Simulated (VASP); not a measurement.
```yaml
crystal:
  lattice:
    - [3.98206, 0.00000, 0.00000]
    - [-1.99103, 3.44856, 0.00000]
    - [0.00000, 0.00000, 6.82385]
  atoms:
    - { symbol: Na, position: [0.00000, 0.00000, 0.02616] }
    - { symbol: Li, position: [0.33333, 0.66667, 0.35665] }
    - { symbol: Zn, position: [0.66667, 0.33333, 0.61163] }
    - { symbol: S, position: [0.33333, 0.66667, 0.73381] }
    - { symbol: S, position: [0.66667, 0.33333, 0.27174] }
```

These are PBEsol GGA, VASP's PBE PAW potentials (set 64) (plane waves; VASP) values and carry that method's errors. Run with 400 eV cut-off, 10×10×5 Γ-centred mesh, Gaussian smearing of 0.010 eV, potentials Na_pv Li_sv Zn S.

At this cut-off the stress carries a Pulay error, which pulls relaxed volumes low.

Q: Which forces act on the atoms, in eV/Å?

A: 
| atom | Fx | Fy | Fz |
|---|---|---|---|
| Na1 | 0.000 | 0.000 | 0.002 |
| Li2 | 0.000 | 0.000 | 0.033 |
| Zn3 | 0.000 | 0.000 | -0.018 |
| S4 | 0.000 | 0.000 | -0.123 |
| S5 | 0.000 | 0.000 | 0.106 |

Q: Give the stress tensor in GPa (positive for a compressed cell).

A: 
```
-2.81   0.00   0.00
 0.00  -2.81   0.00
 0.00   0.00  -2.57
```
The pressure is its mean diagonal, -2.73 GPa.

The structure comes from a computed database's NaLiZnS2 entry (P3m1); how it stands against other phases isn't given here. The cell was not relaxed at this level.
